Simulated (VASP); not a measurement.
# Si16P (a cell with a defect) in VASP: notebook, part 2 of 2

VASP 6.6.1. The steps go on from the part before.

## Step 4: Single point, LDA, collinear spin, zero start

File INCAR:

```
ALGO = Normal
EDIFF = 1E-6
ENCUT = 520
ISIF = 2
ISMEAR = -1
ISPIN = 2
LASPH = True
LCHARG = False
LORBIT = 11
LREAL = Auto
LWAVE = False
MAGMOM = 0 0 0 0 0 0 0 0 0 0 0 0 0 0 0 0 0
NBANDS = 52
NELM = 150
PREC = Accurate
SIGMA = 0.05
```

File KPOINTS:

```
k-points
0
Gamma
  2 2 2
```

File POSCAR:

```
Si16P
1.0
    0.0000000000      5.4300000000      5.4300000000
    5.4300000000      0.0000000000      5.4300000000
    5.4300000000      5.4300000000      0.0000000000
Si P
16 1
Direct
    0.0541252302     -0.0246040516     -0.0168508287
    0.1313904236      0.2165653775      0.0671731123
    0.0703314917     -0.0476979742      0.4776979742
    0.1452302026      0.1487845304      0.5886372007
   -0.1598342541      0.5036464088      0.1033885820
    0.1307090239      0.5839134438      0.0294198895
    0.0760313076      0.5024401473      0.4713720074
    0.1225138122      0.5608563536      0.7854972376
    0.5134438306      0.0554327808     -0.0391160221
    0.6837292818      0.1096224678      0.1026243094
    0.5407734807     -0.0168692449      0.4928729282
    0.7006629834      0.1090239411      0.5948434622
    0.5117587477      0.4710220994     -0.0512430939
    0.4627992634      0.6795211786      0.1781031308
    0.5036832413      0.4648618785      0.5792633517
    0.7148618785      0.5981952118      0.5891896869
    0.0746408840      0.8262246777      0.2884714549
```

Launch:

```
$ cat potpaw_LDA.64/Si/POTCAR potpaw_LDA.64/P/POTCAR > POTCAR
$ mpirun -np 1 vasp_std > vasp.out
```

It took 2.9 min on 1 thread of Intel Xeon 6975P-C (Granite Rapids), shared host; peak memory 0.48 GiB.

The run converged. Its results:

```
Free energy                                           : -92.9195 eV
Pressure                                              : 1.0 GPa
Largest force                                         : 7.418 eV/Å
Band gap on the k mesh                                : none (metal or under the smearing width)
Net moment                                            : 0.00 μB per cell
Valence electrons inside the program's atomic spheres : Si 1.68, 1.66, 1.65, 1.67, 1.74, 1.69, 1.64, 1.63, 1.59, 1.70; P 2.61
```

Forces on the atoms (eV/Å):
```
Si  -1.143 -2.257  0.796
Si  -1.063  0.956 -0.812
Si   2.129  1.190  0.542
Si  -1.547  1.799 -0.142
Si   0.561 -0.029 -0.328
Si   5.029  4.138  1.419
Si  -0.004  0.563 -0.567
Si  -4.986 -5.388  1.066
Si  -0.418  0.660 -1.312
Si   0.708  0.140 -0.647
Si  -0.133 -0.261  0.483
Si  -0.060 -0.807 -0.846
Si   1.173  0.879  0.355
Si   0.081 -0.289  0.178
Si  -0.744 -1.150  0.428
Si   1.306 -1.199 -0.519
P   -0.888  1.056 -0.094
```

Stress tensor (GPa, compression positive):
```
 1.90  1.91  1.11
 1.91  1.58 -0.39
 1.11 -0.39 -0.58
```

Levels at points of the mesh, in eV from the Fermi level:
Spin up:
| k point | band 31 | band 32 | band 33 | band 34 | band 35 | band 36 | band 37 | band 38 |
| --- | --- | --- | --- | --- | --- | --- | --- | --- |
| (0.00, 0.00, 0.00) | -0.64 | -0.59 | -0.27 | -0.03 | 0.13 | 0.33 | 0.56 | 0.63 |
| (0.50, 0.00, 0.00) | -0.94 | -0.66 | -0.49 | -0.13 | 0.15 | 0.30 | 0.56 | 1.40 |
| (0.00, 0.50, 0.00) | -1.16 | -0.56 | -0.49 | -0.09 | 0.05 | 0.45 | 0.82 | 1.42 |
| (0.00, 0.00, 0.50) | -0.80 | -0.60 | -0.50 | -0.36 | -0.23 | 0.63 | 0.82 | 1.21 |
| (0.50, 0.50, 0.50) | -0.88 | -0.59 | -0.53 | -0.41 | -0.18 | 0.40 | 0.76 | 1.29 |
| (0.50, 0.50, 0.00) | -1.23 | -0.92 | -0.78 | -0.26 | 0.06 | 0.72 | 0.87 | 1.55 |
| (0.00, 0.50, 0.50) | -1.26 | -0.79 | -0.69 | -0.52 | -0.15 | 0.55 | 1.18 | 1.62 |
| (0.50, 0.00, 0.50) | -1.26 | -0.90 | -0.68 | -0.52 | -0.33 | 0.32 | 1.34 | 1.67 |
Spin down:
```
           k point  band 32  band 33  band 34  band 35  band 36  band 37
(0.00, 0.00, 0.00)    -0.59    -0.27    -0.03     0.13     0.33     0.56
(0.50, 0.00, 0.00)    -0.66    -0.49    -0.13     0.15     0.30     0.56
(0.00, 0.50, 0.00)    -0.56    -0.49    -0.09     0.05     0.45     0.82
(0.00, 0.00, 0.50)    -0.60    -0.50    -0.36    -0.23     0.63     0.82
(0.50, 0.50, 0.50)    -0.59    -0.53    -0.41    -0.18     0.40     0.76
(0.50, 0.50, 0.00)    -0.92    -0.78    -0.26     0.06     0.72     0.87
(0.00, 0.50, 0.50)    -0.79    -0.69    -0.52    -0.15     0.55     1.18
(0.50, 0.00, 0.50)    -0.90    -0.68    -0.52    -0.33     0.32     1.34
```

Caveat: the k mesh is coarse (spacing up to 0.50 Å⁻¹), so the values aren't converged.

## Step 5: Single point, LDA, collinear spin, zero start

File INCAR:

```
SYSTEM = Si16P
  ALGO = Normal
  EDIFF = 1E-6
  ENCUT = 520
  GGA = CA
  ISIF = 2
  ISMEAR = -1
  ISPIN = 2
  LASPH = .TRUE.
  LCHARG = .TRUE.
  LELF = .TRUE.
  LORBIT = 11
  LREAL = Auto
  LVHAR = .TRUE.
  LWAVE = .FALSE.
  MAGMOM = 0 0 0 0 0 0 0 0 0 0 0 0 0 0 0 0 0
  NBANDS = 52
  NELM = 150
  PREC = Accurate
  SIGMA = 0.05
```

File KPOINTS:

```
k-points
0
G
  2 2 2
  0 0 0
```

File POSCAR:

```
Si16P
1.0
    0.0000000000      5.4300000000      5.4300000000
    5.4300000000      0.0000000000      5.4300000000
    5.4300000000      5.4300000000      0.0000000000
Si P
16 1
Direct
    0.3562062615     -0.2136095764     -0.1709023941
    0.3883701657      0.4052209945     -0.0132504604
    0.1072744015     -0.4111970534      0.6670718232
    0.2387753223      0.1009852670      0.1538029466
   -0.7460313076      0.2061418048      0.7443370166
    0.1291988950      0.6334346225      0.2963259669
   -0.0494659300      0.4272744015      0.2681031308
    0.4269429098      0.7757458564      0.4124309392
    0.6287200737      0.0515193370     -0.0947237569
    1.0058747698      0.0461878453     -0.1982136280
    0.7346224678     -0.3866482505      0.8341252302
    0.9290239411      0.0172007366      0.5517311234
    0.7115193370      0.2414640884      0.0797882136
   -0.5360497238      1.0916482505      0.4218508287
    0.6432044199      0.3993001842      0.5964825046
    0.7353499079      0.7552209945      0.4660865562
   -0.3798987109      1.5287384899      0.2320902394
```

Potentials or basis: VASP PAW LDA potentials, release 64 (Si, P).

Launch:

```
$ cat potpaw_LDA.64/Si/POTCAR potpaw_LDA.64/P/POTCAR > POTCAR
$ mpirun -np 1 vasp_std > vasp.out
```

OUTCAR:

```text
SYSTEM = Si16P
   EDIFF = 1E-6
   ENCUT = 520
   GGA = CA
   ISIF = 2
   ISMEAR = -1
   ISPIN = 2
   LASPH = .TRUE.
   LORBIT = 11
   LREAL = Auto
   NELM = 150
   PREC = Accurate

 ion  position               nearest neighbor table
   1  0.356  0.786  0.829-  10 2.46   2 2.48  11 2.53   5 2.70  14 2.83  16 2.86   6 2.98   8 3.00

   2  0.388  0.405  0.987-  13 2.45   1 2.48   4 2.58   9 2.59  15 2.64   7 2.92   6 2.94  14 3.13

   3  0.107  0.589  0.667-   5 2.42  11 2.43   6 2.62  12 2.70   8 2.80
   4  0.239  0.101  0.154-   8 2.56   9 2.57   2 2.58   7 2.58  12 2.78   5 2.78
   5  0.254  0.206  0.744-   3 2.42  14 2.50  10 2.51   1 2.70   4 2.78   9 3.15
   6  0.129  0.633  0.296-  16 2.48   3 2.62   7 2.69   2 2.94   1 2.98
   7  0.951  0.427  0.268-  17 2.37  15 2.45   4 2.58   6 2.69  12 2.83   2 2.92  16 2.92
   8  0.427  0.776  0.412-  17 2.34  16 2.52   4 2.56  15 2.56  14 2.62   3 2.80   1 3.00
   9  0.629  0.052  0.905-  15 2.54  12 2.57   4 2.57  10 2.58   2 2.59  13 2.84   5 3.15
  10  0.006  0.046  0.802-  12 2.40   1 2.46   5 2.51   9 2.58  13 2.63
  11  0.735  0.613  0.834-   3 2.43  16 2.47   1 2.53  17 2.54  13 2.56
  12  0.929  0.017  0.552-  10 2.40   9 2.57   3 2.70  15 2.71   4 2.78   7 2.83
  13  0.712  0.241  0.080-   2 2.45  14 2.45  11 2.56  10 2.63  17 2.63   9 2.84
  14  0.464  0.092  0.422-  16 2.36  13 2.45   5 2.50   8 2.62   1 2.83   2 3.13
  15  0.643  0.399  0.596-   7 2.45  17 2.53   9 2.54   8 2.56   2 2.64  12 2.71  16 2.73
  16  0.735  0.755  0.466-  14 2.36  11 2.47   6 2.48   8 2.52  15 2.73   1 2.86   7 2.92
  17  0.620  0.529  0.232-   8 2.34   7 2.37  15 2.53  11 2.54  13 2.63

  LATTYP: Found a face centered cubic cell.
 ALAT       =    10.8600000000

  Lattice vectors:

 A1 = (   0.0000000000,   5.4300000000,   5.4300000000)
 A2 = (   5.4300000000,   0.0000000000,   5.4300000000)
 A3 = (   5.4300000000,   5.4300000000,   0.0000000000)

Analysis of symmetry for initial positions (statically):
=====================================================================
[... 602 lines left out ...]
 Fermi energy:         6.5726654861

 spin component 2

 k-point     1 :       0.0000    0.0000    0.0000
  band No.  band energies     occupation
      1      -6.4701      1.00000
      2      -4.6138      1.00000
      3      -3.6713      1.00000
      4      -3.2765      1.00000
      5      -2.9681      1.00000
      6      -2.6283      1.00000
[... 381 lines left out ...]
     45       9.4692      0.00000
     46       9.6518      0.00000
 [bands above 46 left out]

------------------------ aborting loop because EDIFF is reached ----------------------------------------

  FORCE on cell =-STRESS in cart. coord.  units (eV):
  Direction    XX          YY          ZZ          XY          YZ          ZX
  --------------------------------------------------------------------------------------
  -------------------------------------------------------------------------------------
  Total      -16.1479105    -14.6485427    -13.8864561     -3.0117234      1.3912426     -2.9024186
  in kB      -80.7974087    -73.2951976    -69.4820342    -15.0694075      6.9611974    -14.5224918
  external PRESSURE =     -74.5248802 kB  Pullay stress =       0.0000000 kB

 VOLUME and BASIS-vectors are now :
 -----------------------------------------------------------------------------
  energy-cutoff  :      520.00
  volume of cell :      320.21
      direct lattice vectors                 reciprocal lattice vectors
     0.000000000  5.430000000  5.430000000    -0.092081031  0.092081031  0.092081031
     5.430000000  0.000000000  5.430000000     0.092081031 -0.092081031  0.092081031
     5.430000000  5.430000000  0.000000000     0.092081031  0.092081031 -0.092081031

 POSITION                                       TOTAL-FORCE (eV/Angst)
 -----------------------------------------------------------------------------------
      8.77210      6.43620      6.20430         0.252916      0.075495     -0.518351
      7.55840      7.46690      4.30920        -0.079835      0.032884     -0.084713
      6.81940      4.20470      3.77970        -0.526553     -0.567458      0.601868
      1.38350      2.13170      1.84490        -0.010837     -0.411127      0.151727
      5.16110      5.42080      2.49840        -0.258281      0.457509     -0.273681
      5.04860      2.31060      4.14110         0.067227     -0.229441     -0.071830
[... 9 lines left out ...]
      6.63170      6.52380      8.09380        -0.530597      0.538701      0.151047
      4.13130      4.62740      6.23820        -0.150025      0.042984      0.329412
 -----------------------------------------------------------------------------------
    total drift:                                0.002539      0.005234      0.002396

  FREE ENERGIE OF THE ION-ELECTRON SYSTEM (eV)
  ---------------------------------------------------
  free  energy   TOTEN  =       -92.2086944461 eV

  energy  without entropy=      -92.1593193910  energy(sigma->0) =      -92.18400692

 total charge

# of ion       s       p       d       tot
------------------------------------------
    1        0.842   0.732   0.000   1.574
    2        0.839   0.753   0.000   1.592
    3        0.833   0.752   0.000   1.584
    4        0.840   0.724   0.000   1.563
    5        0.826   0.752   0.000   1.578
    6        0.856   0.689   0.000   1.545
[... 9 lines left out ...]
   16        0.820   0.794   0.000   1.614
   17        1.092   1.337   0.000   2.429
--------------------------------------------------
tot         14.456  13.290   0.000  27.745

 magnetization (x)

# of ion       s       p       d       tot
------------------------------------------
    1        0.000   0.000   0.000   0.000
    2       -0.000   0.000   0.000   0.000
    3       -0.000   0.000   0.000   0.000
    4       -0.000  -0.000   0.000  -0.000
    5       -0.000  -0.000   0.000  -0.000
    6        0.000   0.000   0.000   0.000
[... 9 lines left out ...]
   16       -0.000   0.000   0.000  -0.000
   17       -0.000   0.000   0.000  -0.000
--------------------------------------------------
tot         -0.000   0.000   0.000  -0.000
```

stdout:

```text
POSCAR found type information on POSCAR SiP
 POSCAR found :  2 types and      17 ions
 scaLAPACK will be used
 LDA part: xc-table for (Slater(with rela. corr.)+CA(PZ))
 , standard interpolation
 POSCAR, INCAR and KPOINTS ok, starting setup
 FFT: planning ... GRIDC
 FFT: planning ... GRID_SOFT
 FFT: planning ... GRID
 WAVECAR not read
 entering main loop
```

Run time: 3.2 min. Hardware: 1 thread of Intel Xeon 6975P-C (Granite Rapids), shared host; peak memory 0.48 GiB.

What came out:

| Property | Result |
| --- | --- |
| Free energy | -92.2087 eV |
| Pressure | -7.5 GPa |
| Largest force | 0.981 eV/Å |
| Band gap on the k mesh | none (metal or under the smearing width) |
| Net moment | 0.00 μB per cell |
| Valence electrons inside the program's atomic spheres | Si 1.57, 1.59, 1.58, 1.56, 1.54, 1.60, 1.61; P 2.43 |

Forces on the atoms (eV/Å):
```
Si   0.253  0.075 -0.518
Si  -0.080  0.033 -0.085
Si  -0.527 -0.567  0.602
Si  -0.011 -0.411  0.152
Si  -0.258  0.458 -0.274
Si   0.067 -0.229 -0.072
Si  -0.173  0.580 -0.132
Si   0.497 -0.479 -0.150
Si  -0.104 -0.246  0.118
Si   0.365  0.464  0.160
Si   0.424 -0.084 -0.736
Si   0.209  0.090  0.376
Si  -0.281 -0.403  0.402
Si   0.228 -0.084 -0.040
Si   0.071  0.221 -0.284
Si  -0.531  0.539  0.151
P   -0.150  0.043  0.329
```

Levels at points of the mesh, in eV from the Fermi level:
Spin up:
```
           k point  band 32  band 33  band 34  band 35  band 36  band 37  band 38  band 39
(0.00, 0.00, 0.00)    -0.47    -0.24    -0.09     0.14     0.22     0.32     0.67     0.81
(0.50, 0.00, 0.00)    -0.58    -0.49    -0.30     0.33     0.42     0.85     1.00     1.10
(0.00, 0.50, 0.00)    -1.03    -0.65    -0.43    -0.12     0.34     0.78     0.98     1.16
(0.00, 0.00, 0.50)    -0.95    -0.59    -0.38     0.18     0.49     0.65     1.00     1.21
(0.50, 0.50, 0.50)    -0.92    -0.62    -0.52    -0.02     0.22     0.65     0.83     0.91
(0.50, 0.50, 0.00)    -0.69    -0.55    -0.30    -0.05     0.14     0.29     0.73     1.04
(0.00, 0.50, 0.50)    -0.79    -0.64    -0.41    -0.02     0.37     0.64     1.12     1.27
(0.50, 0.00, 0.50)    -0.95    -0.52    -0.48    -0.21     0.10     0.34     0.50     0.89
```
Spin down:
| k point | band 33 | band 34 | band 35 | band 36 | band 37 | band 38 |
| --- | --- | --- | --- | --- | --- | --- |
| (0.00, 0.00, 0.00) | -0.24 | -0.09 | 0.14 | 0.22 | 0.32 | 0.67 |
| (0.50, 0.00, 0.00) | -0.49 | -0.30 | 0.33 | 0.42 | 0.85 | 1.00 |
| (0.00, 0.50, 0.00) | -0.65 | -0.43 | -0.12 | 0.34 | 0.78 | 0.98 |
| (0.00, 0.00, 0.50) | -0.59 | -0.38 | 0.18 | 0.49 | 0.65 | 1.00 |
| (0.50, 0.50, 0.50) | -0.62 | -0.52 | -0.02 | 0.22 | 0.65 | 0.83 |
| (0.50, 0.50, 0.00) | -0.55 | -0.30 | -0.05 | 0.14 | 0.29 | 0.73 |
| (0.00, 0.50, 0.50) | -0.64 | -0.41 | -0.02 | 0.37 | 0.64 | 1.12 |
| (0.50, 0.00, 0.50) | -0.52 | -0.48 | -0.21 | 0.10 | 0.34 | 0.50 |

Caveat: the k mesh is coarse (spacing up to 0.50 Å⁻¹), so the values aren't converged.
